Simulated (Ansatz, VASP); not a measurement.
## One calculation of GeMo, two programs

File POSCAR:

```
GeMo
1.0
    2.8834742741      0.0000000000      0.0000000000
    0.0000000000      2.8834742741      0.0000000000
    0.0000000000      0.0000000000      2.8834742741
Mo Ge
1 1
Direct
    0.0000000000      0.0000000000      0.0000000000
    0.5000000000      0.5000000000      0.5000000000
```

File INCAR.step1:

```
PREC     = Accurate       # precision mode
ENCUT    = 520            # plane-wave cutoff, eV
ISMEAR   = -1             # smearing method
SIGMA    = 0.05           # smearing width, eV
LREAL    = False          # projectors in reciprocal space
LASPH    = True           # aspherical terms in the spheres
NELM     = 80             # most SCF steps
NBANDS   = 21             # bands
GGA      = PE             # functional
ALGO     = Normal         # electronic algorithm
EDIFF    = 1E-4           # SCF threshold, eV
LWAVE    = True           # write WAVECAR
LCHARG   = False          # write CHGCAR
```

INCAR.step2

```
PREC     = Accurate       # precision mode
ENCUT    = 520            # plane-wave cutoff, eV
EDIFF    = 1E-6           # SCF threshold, eV
ISMEAR   = -1             # smearing method
SIGMA    = 0.05           # smearing width, eV
LREAL    = False          # projectors in reciprocal space
LASPH    = True           # aspherical terms in the spheres
NELM     = 80             # most SCF steps
ALGO     = Normal         # electronic algorithm
ISIF     = 2              # what is computed and relaxed
LWAVE    = False          # write WAVECAR
LCHARG   = False          # write CHGCAR
METAGGA  = R2SCAN         # meta-GGA
LMIXTAU  = True         
NBANDS   = 21             # bands
ISTART   = 1
```

Contents of KPOINTS:

```
regular mesh
0
Gamma
  14 14 14
```

Input for Ansatz:

```yaml
crystal:
  lattice:
    - [2.8834742741, 0.0, 0.0]
    - [0.0, 2.8834742741, 0.0]
    - [0.0, 0.0, 2.8834742741]
  atoms:
    - { symbol: Mo, position: [0.0, 0.0, 0.0] }
    - { symbol: Ge, position: [0.5, 0.5, 0.5] }
kpoints:
  mp_grid: { grid: [14, 14, 14] }
scf:
  occupations: { method: fermi_dirac, width: 0.05 }
hamiltonian:
  xc: r2scan
  pseudopotentials: { kind: paw }
output:
  forces: true
  stress: true
  eigenvalues: true
  populations: true
  write_density: true
  write_potential: true
  elf: true
  volumetric_format: npy
```

Change from the starting cell: volume scaled by 0.8, PAW files.

Alike in both runs: task single point; functional r2SCAN; k mesh 14 × 14 × 14; occupations fermi-dirac, width 0.05 eV; no spin polarisation.

```csv
,VASP,Ansatz
version,VASP 6.6.1,Ansatz 0.2.0
potentials or method,"VASP PAW PBE potentials, release 64 (Mo_sv, Ge_d)","PAW with Ansatz's default frozen-core files, scalar-relativistic"
plane-wave cutoff (eV),520,500
valence electrons in the cell,28,28
```

|  | VASP | Ansatz | Ansatz less VASP |
| --- | --- | --- | --- |
| pressure (GPa) | 75.6 | 74.4 | -1.21 |

Caveats: the cell as given lies far from equilibrium; so large a pressure means that the cell lies far from this level's equilibrium, or that cutoff or potentials fall short (VASP); the potentials were made for another functional, which shifts forces and pressure (VASP).
